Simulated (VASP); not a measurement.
A convergence study with VASP on Ba (space group Im-3m): a few settings are varied, all else stays as given below, so the limit is that of these other settings.

```
Ba
1.0
   -2.49745     2.49745     2.49745
    2.49745    -2.49745     2.49745
    2.49745     2.49745    -2.49745
Ba
1
Cartesian
  0.00000   0.00000   0.00000
```

All values below come from PBE GGA, VASP's PBE PAW potentials (set 64) (plane waves; VASP 6.6.1). The last row used: 300 eV cut-off, 15×15×15 Γ-centred mesh, Fermi-Dirac smearing of 0.010 eV, potentials Ba_sv.

```tsv
setting	E (eV/atom)	pressure (GPa)	irreducible k-points
SIGMA = 1.0	-2.3165	1.77	120
SIGMA = 0.5	-1.9336	0.86	120
SIGMA = 0.3	-1.8895	0.51	120
SIGMA = 0.2	-1.8958	0.32	120
SIGMA = 0.1	___	___	120
SIGMA = 0.05	___	___	120
SIGMA = 0.02	-1.9080	0.16	120
SIGMA = 0.01	-1.9081	0.15	120
```

### Question
Fill in the missing entries.

### Answer

- SIGMA = 0.05, E (eV/atom): -1.9077
- SIGMA = 0.05, pressure (GPa): 0.17
- SIGMA = 0.1, E (eV/atom): -1.9064
- SIGMA = 0.1, pressure (GPa): 0.20

VASP warned of too few bands at SIGMA = 1.0.

Left out are rungs that failed or repeat a setting and relaxations that didn't move; long series are thinned to 24 rows.

The structure is a typed Ba crystal (space group no. 229). The cell was not relaxed at this level. VASP warned that the highest band is occupied, so more bands are needed.
